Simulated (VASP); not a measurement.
Calculation: optB86b-vdW, VASP's PBE PAW potentials (set 64) (plane waves; VASP 6.6.1).

VASP input:

File POSCAR:
```
ZrS2
1
    1.8287693424    -3.1675214384     0.0000000000
    1.8287693424     3.1675214384     0.0000000000
    0.0000000000     0.0000000000     5.8258452170
Zr S
1 2
Direct
  0.0000000000   0.0000000000   0.0000000000
  0.3333330000   0.6666670000   0.2501099565
  0.6666670000   0.3333330000   0.7498900435
```

### INCAR
```
LMAXMIX = 4
NELM = 100   # most electronic steps
ISMEAR = -5   # tetrahedra, Bloechl
LWAVE = .FALSE.
LORBIT = 11   # lm-projected
PARAM2 = 1.0
LREAL = .FALSE.
SYSTEM = ZrS2
ENCUT = 520   # plane-wave cut-off (eV)
PREC = Accurate
EDIFF = 1E-7
LEFG = .TRUE.
ALGO = Normal
LCHARG = .TRUE.
LUSE_VDW = .TRUE.
LASPH = .TRUE.   # aspherical one-centre terms
GGA = MK
ISIF = 2
NEDOS = 601   # DOS grid
PARAM1 = 0.1234
AGGAC = 0.0
```

KPOINTS:
```
Regular mesh
0
gamma
 8 8 5
```

POTCAR, in this order: Zr_sv S (PBE.64 set). Program: vasp_std.

Problem. Estimate the energy per atom (σ→0).

Solution. 
The energy per atom (σ→0) is -5.389 eV/atom.

OSZICAR:
```
...
DAV:   9    -0.161675202111E+02   -0.67174E-03   -0.11134E-02  1752   0.741E-01    0.463E-01
DAV:  10    -0.161678236696E+02   -0.30346E-03   -0.17637E-03  1888   0.326E-01    0.172E-01
DAV:  11    -0.161677854868E+02    0.38183E-04   -0.16191E-04  1728   0.877E-02    0.508E-02
DAV:  12    -0.161678058871E+02   -0.20400E-04   -0.49324E-05  1696   0.505E-02    0.254E-02
DAV:  13    -0.161678051283E+02    0.75882E-06   -0.19522E-06  1896   0.786E-03    0.150E-02
DAV:  14    -0.161678051081E+02    0.20183E-07   -0.11146E-06  1744   0.627E-03    0.206E-03
DAV:  15    -0.161678051477E+02   -0.39568E-07   -0.63590E-08  1120   0.174E-03
   1 F= -.16167805E+02 E0= -.16167805E+02  d E =0.000000E+00
```

The compound is ZrS2 in the 1T layered structure. It was relaxed first.
